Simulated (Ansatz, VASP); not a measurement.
## InSe: VASP beside Ansatz

Wanted: the spread between two codes on one cell, functional and k mesh. The cell is taken from a series of runs on this material, whose earlier steps may have relaxed, scaled, displaced or heated it; both programs get it as it stands.

Method: plane waves, with VASP 6.6.1 beside it; single point at PBEsol, in Ansatz 0.2.0.

## (1) Set-up

The cell holds 4 atoms: 2 In and 2 Se. Cell: a = 4.130 Å, b = 4.130 Å, c = 22.000 Å, α = 90.0°, β = 90.0°, γ = 120.0°. Vacuum lies along c.

Structure file:

```cif
data_structure
_symmetry_space_group_name_H-M 'P 1'
_symmetry_Int_Tables_number 1
_cell_length_a 4.1300
_cell_length_b 4.1300
_cell_length_c 22.0000
_cell_angle_alpha 90.000
_cell_angle_beta 90.000
_cell_angle_gamma 120.000
_cell_volume 324.98
loop_
_atom_site_label
_atom_site_type_symbol
_atom_site_fract_x
_atom_site_fract_y
_atom_site_fract_z
_atom_site_occupancy
In1 In 0.33333 0.66667 0.56364 1
In2 In 0.33333 0.66667 0.43636 1
Se3 Se 0.66667 0.33333 0.61704 1
Se4 Se 0.66667 0.33333 0.38295 1
```

## (2) VASP: single point, PBEsol

With cell and atoms fixed, the geometry can't cause a difference; cores, projectors, grids and the points listed under the comparison can.

Lines of VASP's logs that name or quote its potential files are left out, and so is its time.

File INCAR:

```
SYSTEM = InSe
PREC = Accurate
ENCUT = 400
EDIFF = 1E-06
NELM = 120
ISMEAR = 0
SIGMA = 0.1
LREAL = .FALSE.
ALGO = Normal
GGA = PS
NBANDS = 25
LORBIT = 11
LWAVE = .FALSE.
LCHARG = .FALSE.
ISIF = 2
LDIPOL = .TRUE.
IDIPOL = 3
DIPOL = 0.5 0.5 0.5
LVHAR = .TRUE.
LASPH = .TRUE.
GGA_COMPAT = .FALSE.
EFERMI = MIDGAP
NELMDL = -8
```

File POSCAR:

```
InSe
1.0
    4.1300000000      0.0000000000      0.0000000000
   -2.0650000000      3.5766800000      0.0000000000
    0.0000000000      0.0000000000     22.0000000000
In Se
2 2
Direct
    0.3333330000      0.6666670000      0.5636360000
    0.3333330000      0.6666670000      0.4363640000
    0.6666670000      0.3333330000      0.6170450000
    0.6666670000      0.3333330000      0.3829550000
```

File KPOINTS:

```
Automatic mesh
0
Gamma
6 6 1
0 0 0
```

PAW data sets: In_d and Se (PBE family, release 64).

Command:

```bash
> mpirun -np 1 vasp_std
```

Numbers of over 12 decimals in the logs are rounded to 6 here.

Log:

```text
[banner, memory and clock lines left out]
running    1 mpi-ranks, on    1 nodes
 distrk:  each k-point on    1 cores,    1 groups
 distr:  one band on    1 cores,    1 groups

 POSCAR found type information on POSCAR InSe
 POSCAR found :  2 types and       4 ions
|                                                                             |
|               ----> ADVICE to this user running VASP <----                  |
|                                                                             |
|     You enforced a specific xc type in the INCAR file but a different       |
|     [... a line on the potential file left out ...]
|     I HOPE YOU KNOW WHAT YOU ARE DOING!                                     |
|                                                                             |

 LDA part: xc-table for (Slater+PW92), standard interpolation
 POSCAR, INCAR and KPOINTS ok, starting setup
 FFT: planning ... GRIDC
 FFT: planning ... GRID_SOFT
 FFT: planning ... GRID
 WAVECAR not read
 entering main loop
       N       E                     dE             d eps       ncg     rms          rms(c)
DAV:   1     0.286113764021E+03    0.28611E+03   -0.13861E+04   374   0.103E+03
DAV:   2     0.145082615091E+02   -0.27161E+03   -0.26836E+03   402   0.294E+02
DAV:   3    -0.149589375752E+02   -0.29467E+02   -0.29220E+02   468   0.121E+02
DAV:   4    -0.159470114240E+02   -0.98807E+00   -0.98711E+00   409   0.282E+01
DAV:   5    -0.159856028832E+02   -0.38591E-01   -0.38589E-01   556   0.468E+00
DAV:   6    -0.159865247122E+02   -0.92183E-03   -0.92183E-03   548   0.626E-01
DAV:   7    -0.159865354573E+02   -0.10745E-04   -0.10745E-04   532   0.615E-02
DAV:   8    -0.159865357662E+02   -0.30890E-06   -0.30898E-06   436   0.102E-02    0.616E+00
DAV:   9    -0.155198767632E+02    0.46666E+00   -0.96547E-01   455   0.166E+01    0.373E+00
DAV:  10    -0.154866239351E+02    0.33253E-01   -0.47145E-01   492   0.536E+00    0.891E-01
DAV:  11    -0.154814277934E+02    0.51961E-02   -0.48352E-02   519   0.267E+00    0.544E-01
DAV:  12    -0.154819561736E+02   -0.52838E-03   -0.62335E-03   386   0.398E-01    0.119E-01
DAV:  13    -0.154819557941E+02    0.37946E-06   -0.46500E-04   554   0.230E-01    0.695E-02
DAV:  14    -0.154820041985E+02   -0.48404E-04   -0.28979E-04   403   0.101E-01    0.201E-02
[...]
DAV:  19    -0.154821464527E+02   -0.18030E-04   -0.15296E-06   317   0.598E-03    0.167E-03
DAV:  20    -0.154821570270E+02   -0.10574E-04   -0.51700E-07   302   0.462E-03    0.109E-03
DAV:  21    -0.154821633390E+02   -0.63120E-05   -0.40293E-07   296   0.493E-03    0.755E-04
DAV:  22    -0.154821658375E+02   -0.24985E-05   -0.91324E-08   312   0.184E-03    0.498E-04
DAV:  23    -0.154821705828E+02   -0.47452E-05   -0.13896E-07   268   0.127E-03    0.433E-04
DAV:  24    -0.154821722492E+02   -0.16665E-05   -0.38021E-08   260   0.127E-03    0.218E-04
DAV:  25    -0.154821733795E+02   -0.11303E-05   -0.31640E-08   273   0.595E-04    0.891E-05
DAV:  26    -0.154821738969E+02   -0.51735E-06   -0.16159E-08   270   0.433E-04
   1 F= -.15482174E+02 E0= -.15482174E+02  d E =-.105549E-11
```

Parts of OUTCAR (step 2):

```text
ion  position               nearest neighbor table
   1  0.333  0.667  0.564-   3 2.66   3 2.66   3 2.66   2 2.80
   2  0.333  0.667  0.436-   4 2.66   4 2.66   4 2.66   1 2.80
   3  0.667  0.333  0.617-   1 2.66   1 2.66   1 2.66
   4  0.667  0.333  0.383-   2 2.66   2 2.66   2 2.66

  LATTYP: Found a hexagonal cell.
 ALAT       =     4.1300000000
 C/A-ratio  =     5.3268765133

 Subroutine GETGRP returns: Found 12 space group operations
 (whereof 12 operations were pure point group operations)

The static configuration has the point symmetry D_3h.

 Found      7 irreducible k-points:

   k-points           NKPTS =      7   k-points in BZ     NKDIM =      7   number of bands    NBANDS=     25

   dimension x,y,z NGX =    28 NGY =   28 NGZ =  144
   dimension x,y,z NGXF=    56 NGYF=   56 NGZF=  288

   ENCUT  =  400.0 eV  29.40 Ry    5.42 a.u.   6.73  6.73 35.88*2*pi/ulx,y,z

   NELECT =      38.0000    total number of electrons

 k-points in reciprocal lattice and weights: Automatic mesh
   0.00000000  0.00000000  0.00000000       0.028
   0.16666667  0.00000000  0.00000000       0.167
   0.33333333  0.00000000  0.00000000       0.167
   0.50000000  0.00000000  0.00000000       0.083
   0.16666667  0.16666667  0.00000000       0.167
   0.33333333  0.16666667  0.00000000       0.333
   0.33333333  0.33333333  0.00000000       0.056

 dipolmoment           0.000000      0.000000      0.000000 electrons x Angstroem

 average (electrostatic) potential at core
       1-102.8983       2-102.8983       3 -59.9017       4 -59.9017

 E-fermi :  -1.9469

 k-point     1 :       0.0000    0.0000    0.0000
  band No.  band energies     occupation
    ...
     15      -3.4204      2.00000
     16      -3.4204      2.00000
     17      -3.3316      2.00000
     18      -3.3316      2.00000
     19      -2.5361      2.00000
     20      -1.4666      0.00000
     21      -0.2554      0.00000
     22       2.0282      0.00000
     23       2.0282      0.00000
     24       2.9569      0.00000
    ...

 k-point     2 :       0.1667    0.0000    0.0000
  band No.  band energies     occupation
    ...
     15      -4.5191      2.00000
     16      -4.1710      2.00000
     17      -3.7189      2.00000
     18      -3.5944      2.00000
     19      -2.4271      2.00000
     20      -0.4393      0.00000
     21       0.4497      0.00000
     22       1.4385      0.00000
     23       2.3371      0.00000
     24       2.4708      0.00000
    ...

 k-point     3 :       0.3333    0.0000    0.0000
  band No.  band energies     occupation
    ...
     15      -5.2511      2.00000
     16      -4.2355      2.00000
     17      -4.2169      2.00000
     18      -4.0414      2.00000
     19      -2.8538      2.00000
     20      -0.2490      0.00000
     21      -0.2010      0.00000
     22       1.9356      0.00000
     23       2.0696      0.00000
     24       2.6011      0.00000
    ...

  Total       -1.3610883     -1.3610845      0.1995536      0.0000000      0.0000000      0.0000000
  in kB       -6.7103328     -6.7103143      0.9838237      0.0000000      0.0000000      0.0000000
  external PRESSURE =      -4.1456078 kB  Pullay stress =       0.0000000 kB

  energy-cutoff  :      400.00
  volume of cell :      324.98
      direct lattice vectors                 reciprocal lattice vectors
     4.130000000  0.000000000  0.000000000     0.242130751  0.139794446  0.000000000
    -2.065000000  3.576680000  0.000000000     0.000000000  0.279588892  0.000000000
     0.000000000  0.000000000 22.000000000     0.000000000  0.000000000  0.045454545

 POSITION                                       TOTAL-FORCE (eV/Angst)
 -----------------------------------------------------------------------------------
     -0.00000      2.38445     12.39999        -0.000000      0.000000     -0.284393
     -0.00000      2.38445      9.60001        -0.000000      0.000000      0.284393
      2.06500      1.19223     13.57499         0.000000      0.000000      0.201885
      2.06500      1.19223      8.42501         0.000000     -0.000000     -0.201885
 -----------------------------------------------------------------------------------
    total drift:                                0.000396     -0.000294      0.000000

  FREE ENERGIE OF THE ION-ELECTRON SYSTEM (eV)
  ---------------------------------------------------
  free  energy   TOTEN  =       -15.4821738969 eV

  energy  without entropy=      -15.4821738969  energy(sigma->0) =      -15.48217390

 vacuum level on the upper side and lower side of the slab         3.333         3.333

 total charge
# of ion       s       p       d       tot
------------------------------------------
    1        0.861   0.652   9.883  11.395
    2        0.861   0.652   9.883  11.395
    3        1.469   2.329   0.020   3.818
    4        1.469   2.329   0.020   3.818
--------------------------------------------------
tot          4.658   5.962  19.806  30.426

[... 3 further parts left out ...]
```

The run ends at a pressure of -0.41 GPa, with forces up to 0.28 eV/Å.

## (3) Ansatz: single point, PBEsol

Ansatz runs on its default PAW (the set named soft_2) files.

The same cell, functional, mesh and smearing now go to Ansatz, which takes its cutoff from its data sets.

File input.yaml:

```yaml
crystal:
  lattice:
    - [4.13, 0.0, 0.0]
    - [-2.065, 3.57668, 0.0]
    - [0.0, 0.0, 22.0]
  atoms:
    - { symbol: In, position: [0.333333, 0.666667, 0.563636] }
    - { symbol: In, position: [0.333333, 0.666667, 0.436364] }
    - { symbol: Se, position: [0.666667, 0.333333, 0.617045] }
    - { symbol: Se, position: [0.666667, 0.333333, 0.382955] }
  periodic: [true, true, false]
kpoints:
  mp_grid: { grid: [6, 6, 1] }
hamiltonian:
  xc: pbesol
scf:
  occupations: { method: gaussian, width: 0.1 }
output:
  forces: true
  stress: true
  eigenvalues: true
```

Command:

```bash
> ansatz run input.yaml --threads 8 --pin off --max-ram 14336MiB --backend cpu --events-out ev --progress --plain --runs-dir out
```

Log:

```text
Warning: crystal.periodic: the lattice vector that does not repeat stood 0.000° off the slab's normal, 22.000 Å along it as the deck builds it. The run solves the slab on a vector along the normal, 34.100 Å long, with every atom where it was (on the deck's vector they left 16.85 Å outside them, and the widest stretch free of ions among them is 2.80 Å). A fractional position that the run reports is one of the run's ce [...]
Warning: the atoms were moved onto the symmetric positions of the space group found under crystal.symmetry.tolerance 1.0e-5 (fractional; no operation is sought that the atoms, as they stand in a round, miss by more than twice it, and no atom is moved by as much as it), and the run uses the moved positions. Before a round's move an operation carried an atom to 4.13e-6 Å from where it should land, the largest such dist [...]
crystal.periodic: the lattice vector that does not repeat stood 0.000° off the slab's normal, 22.000 Å along it as the deck builds it. The run solves the slab on a vector along the normal, 34.100 Å long, with every atom where it was (on the deck's vector they left 16.85 Å outside them, and the widest stretch free of ions among them is 2.80 Å). A fractional position that the run reports is one of the run's cell, which [...]
Engine: ansatz 0.2.0, aarch64-unknown-linux-gnu
Pseudopotentials: kind: paw
Pseudopotential: In, paw, valence charge 13, recommended cutoff 420 eV (normal), In.paw.azcp
Pseudopotential: Se, paw, valence charge 16, recommended cutoff 420 eV (normal), Se.paw.azcp
Functional definition: PBEsol
  exchange = pbesol_x
  correlation = pbesol_c
Crystal: 4 atoms, lattice volume = 503.714 Å³
Basis set: ecut = 420 eV, 9725 PW (Γ), exchange–correlation on 60×60×480 points (8 copies of the dense FFT grid, shifted against one another)
Bands: 35, of which v1, the nominal top of the filled ones, is band 29 counted from 1 (28 counted from 0)
Symmetry: 12 space group operations
Space group: P-6m2 (ITA 187), of the structure as read, at distance tolerance 8.0e-5 Å
k-points: 7 of 36 (time reversal used)
Non-local potential: In, projectors of the file, l = 0: 2, l = 1: 2, l = 2: 2, l = 3: 2
Non-local potential: Se, projectors of the file, l = 0: 2, l = 1: 2, l = 2: 3, l = 3: 1
PAW form: soft (Blöchl's): semilocal exchange-correlation on the pseudo side does not see the compensation charge
PAW frozen core: In, regenerated for the run's functional, and the local potential with it (the file was generated under x = pbe(κ = 0.804, μ = 0.219515), c = pbe(β = 0.066725))
PAW frozen core: Se, regenerated for the run's functional, and the local potential with it (the file was generated under x = pbe(κ = 0.804, μ = 0.219515), c = pbe(β = 0.066725))
PAW one-centre angular grid: In, 590 points (default); XC on 64 Gauss nodes
PAW one-centre angular grid: Se, 590 points (default); XC on 64 Gauss nodes
Initial density: superposition of atomic densities (neutral atoms: chi_scale 0, normalization atom), corrected by the library's trained network
Initial wavefunctions: pseudopotential atomic-orbital guess
Functional: x = pbesol(κ = 0.804, μ = 0.123457), c = pbesol(β = 0.046)
SCF iter   1: F=—  HF=-21901.050651 eV  |F-HF|=—  |Δ(HF+E_count)|=         —  Δρ=2.19e-3  dr2=5.31e-2  ethr=1.77e-3  ⟨swp⟩=11.7  Hψ=1415  notcnv=0
preconditioner: auto → Resta (q_TF=auto, 1.903 Å⁻¹)  ε∞=1.6  [insulator: Δε(μ)=0.969 eV  Ē_g=13.713 eV  σ=0.100 eV  W_gap=1.00  n_scr=62 (ndim 8)  ℏωp=10.2 eV  f_vac=0.745  D(μ)=0.00/eV (n_scr^D=0)  ε∞_Penn≈1.6  vacuum switching on, ρ_ref=1.4e-2 e/Å³]
SCF iter   2: F=—  HF=-21901.043272 eV  |F-HF|=—  |Δ(HF+E_count)|=   7.38e-3  Δρ=9.36e-4  dr2=1.89e-2  ethr=9.15e-5  ⟨swp⟩=3.3  Hψ=499  notcnv=0  defer=7
SCF iter   3: F=—  HF=-21901.040004 eV  |F-HF|=—  |Δ(HF+E_count)|=   3.27e-3  Δρ=4.13e-4  dr2=1.18e-3  ethr=3.26e-5  ⟨swp⟩=3.3  Hψ=404  notcnv=0  defer=7
SCF iter   4: F=—  HF=-21901.040176 eV  |F-HF|=—  |Δ(HF+E_count)|=   1.71e-4  Δρ=1.56e-4  dr2=1.18e-4  ethr=2.03e-6  ⟨swp⟩=2.4  Hψ=395  notcnv=0  defer=7
SCF iter   5: F=—  HF=-21901.040277 eV  |F-HF|=—  |Δ(HF+E_count)|=   1.01e-4  Δρ=3.82e-5  dr2=7.68e-6  ethr=2.03e-7  ⟨swp⟩=3.0  Hψ=466  notcnv=0  defer=7
SCF iter   6: F=—  HF=-21901.040317 eV  |F-HF|=—  |Δ(HF+E_count)|=   3.98e-5  Δρ=8.67e-6  dr2=3.65e-7  ethr=1.32e-8  ⟨swp⟩=2.6  Hψ=432  notcnv=0  defer=7
SCF iter   7: F=-21901.040317 eV  HF=-21901.040317 eV  |F-HF|=2.07e-8  |Δ(HF+E_count)|=   4.44e-7  Δρ=2.56e-6  dr2=2.73e-8  ethr=1.72e-10  ⟨swp⟩=17.7  Hψ=1397  notcnv=0
SCF 1 converged in 7 iterations: F = -21901.040317 eV  dr2 = 2.73e-8
  greatest PAW one-centre occupation: 1.000 electrons in one spin orbital (limit 2), on the Se atom at site 2 (counted from 0), in its partial waves of l = 2
SCF converged after 7 iterations
Free energy (F): -21901.040317 eV
Harris-Foulkes:  -21901.040317 eV  (|F-HF|=2.07e-8)
Internal energy: -21901.040317 eV  (E = F + TS)
E sigma→0 (E₀):  -21901.040317 eV
Fermi energy:    -5.267294 eV
--- Per-component energies (eV) ---
  E_band       = -1637.554845
  E_kinetic    = 721.865817
  E_local      = -132045.667345  (includes V_loc(G=0)·N_el)
  E_nonlocal   = -448.529580
  E_hartree    = 65349.480686
  E_xc         = -632.023784
  E_vxc        = -393.776678  (∫ρ·V_xc dr)
  E_paw        = -11904.040174  (= ΣΔE_a)
  E_vpaw       = -170.397116  (= ΣTr[D̂ρ^β])
  E_aug_tail   = -0.001165  (compensation charges beyond the density's cutoff)
  E_ewald      = 57055.386522
  E_core_change = 2.488706  (= ΣΔE_core)
  E_smearing   = -0.000000  (= −TS)
  E_closure    = -0.000000  (closes the sum)
  Σ components = -21901.040317   (vs F -21901.040317, Δ=0.00e0)
--- Forces (eV/Å), atoms counted from 1 ---
  atom   1  In    -0.00000000    -0.00000000    -0.26478734
  atom   2  In    -0.00000000    -0.00000000     0.26478734
  atom   3  Se     0.00000000     0.00000000     0.18202895
  atom   4  Se     0.00000000     0.00000000    -0.18202895
  max |Σ_I F_I| component: 2.78e-17 eV/Å
--- 2D stress c σ (N/m, compression-positive) ---
       -1.502887       0.000000       0.000000
        0.000000      -1.502887       0.000000
        0.000000       0.000000       0.000000
  P = ½ c Tr σ = -1.5029 N/m
--- Band table (eV; the first three rows and the last of 7) ---
  k-point 0: bands = [... 25 lower, -6.7505, -6.6618, -6.6618, -5.8694, -4.7884, -3.5775, -1.3003 (-1.3002°), -1.3003 (-1.3002°), ... 2 higher]
  k-point 1: bands = [... 25 lower, -7.5000, -7.0484, -6.9240, -5.7641, -3.7659, -2.8747, -1.8908, -0.9944 (-0.9944°), ... 2 higher]
  k-point 2: bands = [... 25 lower, -7.5684, -7.5455, -7.3702, -6.1928, -3.5763, -3.5280, -1.3940, -1.2573, ... 2 higher]
  k-point 6: bands = [... 25 lower, -8.8459, -7.6762, -7.1769, -6.9457, -3.1912, -2.7712, -1.7324, -0.6128, ... 2 higher]
  ° read free of the cell's end (the report's vacuum.weakly_bound_levels)
```

In the SCF lines HF is the Harris–Foulkes energy and dr2 the Hartree energy of the density residual, in eV; the loop may stop once dr2 is under the threshold and the program's other checks hold. Hψ counts applications of the Hamiltonian.

## (4) Comparison

Known differences besides the potentials themselves: Ansatz cuts the interaction across the vacuum, VASP repeats the sheet with a dipole correction; the data sets hold 58 valence electrons in Ansatz (on its default PAW (the set named soft_2) files) and 38 in VASP; the cutoff is 420 eV in Ansatz and 400 eV in VASP; Ansatz makes its cores anew for this functional, VASP keeps those of its PBE data sets. Total energies have different zeros and are not compared.

Compared:

```
              quantity  Ansatz   VASP  difference
gap on the k mesh (eV)   0.976  0.961      +0.015
```

Forces (eV/Å; atoms numbered as in POSCAR):

```
atom        Ansatz x, y, z          VASP x, y, z
 In1  0.000, 0.000, -0.265  0.000, 0.000, -0.284
 In2   0.000, 0.000, 0.265   0.000, 0.000, 0.284
 Se3   0.000, 0.000, 0.182   0.000, 0.000, 0.202
 Se4  0.000, 0.000, -0.182  0.000, 0.000, -0.202
```

The forces differ by 11 meV/Å r.m.s., which is 8.0 % of the r.m.s. force of 0.142 eV/Å (both taken over all components). A gap on the mesh is an upper bound, since the band edges may lie between its points. With vacuum in the cell, a pressure given here is an average over mostly empty space and none of the material.

## (5) Summary of results

```yaml
r_m_s_force_difference_single_point_pbesol: 11 meV/Å
```

**Reading.** The r.m.s. force difference is 11 meV/Å (single point, PBEsol), within the 12 meV/Å picked in this series as the mark of a large difference. The data sets hold unlike numbers of valence electrons (58 in Ansatz and 38 in VASP), so part of the differences comes from the potentials. Such differences can come from data sets, numerical settings and the points named under the comparisons, not from the functional's error against experiment.

[Lines on the potential files, build, host, timing and source positions are cut from VASP's logs without a mark.]

[Logs are printed without paths, hosts, clocks, repeated set-up lines and the standing remarks that a program may print on its own settings, such as how far it seeks lower states.]

[Hosts, paths, dates, database ids (printed as entryN), source tags and the programs' standing remarks are cut or masked in the printed files.]
